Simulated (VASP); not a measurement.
```xyz
9
Lattice="4.7590 0.0000 0.0000 -2.3795 4.1214 0.0000 0.0000 0.0000 6.5648" Properties=species:S:1:pos:R:3 pbc="T T T"
Si     0.0000     1.3140     3.2824
Si     3.6210     0.6570     5.4707
Si     1.2415     3.4644     1.0941
Si     2.3795     2.8074     3.2824
Si    -1.2415     3.4644     5.4707
Si     1.1380     0.6570     1.0941
Ta     2.3795     0.0000     3.2824
Ta     1.1898     2.0607     5.4707
Ta    -1.1898     2.0607     1.0941
```

Calculation: PBEsol GGA, VASP's PBE PAW potentials (set 64) (plane waves; VASP). Numerical set-up: 400 eV cut-off, Gaussian smearing of 0.050 eV, potentials Si Ta_pv.

Q: Give the energies of bands 20 to 33 at the high-symmetry points, in eV from the Fermi level.

A: 
```
band      Γ      M      K      A      L      H
----  -----  -----  -----  -----  -----  -----
20    -3.87  -3.78  -2.71  -4.91  -3.76  -2.78
21    -3.49  -3.54  -2.71  -4.19  -2.72  -2.78
22    -2.52  -2.71  -2.03  -2.78  -2.38  -2.52
23    -2.52  -2.21  -1.89  -2.65  -2.09  -2.52
24    -2.48  -2.12  -1.89  -2.65  -2.08  -2.49
25    -2.48  -2.04  -1.74  -2.25  -2.06  -2.33
26    -2.35  -1.06  -1.74  -1.93  -2.02  -0.71
27    -2.18  -0.74  -1.69  -1.73  -1.81  -0.71
28    -2.18  -0.08   0.36  -1.73  -0.66  -0.12
29    -1.44   0.02   0.36   1.14  -0.19  -0.12
30     0.73   0.90   0.62   1.14   1.61   0.97
31     3.06   1.26   2.19   2.73   2.03   1.61
32     3.06   1.67   2.20   2.73   2.61   1.61
33     3.64   2.00   2.27   3.50   2.66   2.37
```

It has no gap at this level: it comes out as a metal or semimetal.

The structure comes from a measured TaSi2 entry (P6_222) of the Crystallography Open Database, whose conditions weren't checked. It was relaxed first. The electron count is odd and the run is not spin-polarised, which forces a metal.
